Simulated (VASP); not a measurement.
Here is the system:

```
CELL_PARAMETERS angstrom
     -2.68910     2.68910     2.68910
      2.68910    -2.68910     2.68910
      2.68910     2.68910    -2.68910
ATOMIC_POSITIONS crystal
  Rb 0.00000 0.00000 0.00000
```

The numbers are results of LDA (Ceperley-Alder, Perdew-Zunger), VASP's LDA PAW potentials (set 64) (plane waves; VASP), not measurements. Numerical set-up: 500 eV cut-off, 10×10×10 Γ-centred mesh, first-order Methfessel-Paxton smearing of 0.10 eV, potentials Rb_sv.

Energy and stress use the plane-wave basis of the starting cell.

### Question
The ions, cell shape and volume at an external pressure of 5.0 GPa are relaxed. Which structure does the run end with?

### Answer

```
CELL_PARAMETERS angstrom
     -2.23750     2.23750     2.23750
      2.23750    -2.23750     2.23750
      2.23750     2.23750    -2.23750
ATOMIC_POSITIONS crystal
  Rb 0.00000 0.00000 0.00000
```
Space group Im-3m (229), at a tolerance of 0.03 Å.

### Question
How do energy and volume change from the first to the last step?

### Answer
The energy (σ→0) changes by +342.1 meV/atom and the volume by -42.4 %, in 18 ionic steps.

The compound is Rb in the bcc structure. This run relaxes it under an external pressure of 5 GPa. Symmetry was kept, so distortions that lower it aren't found.
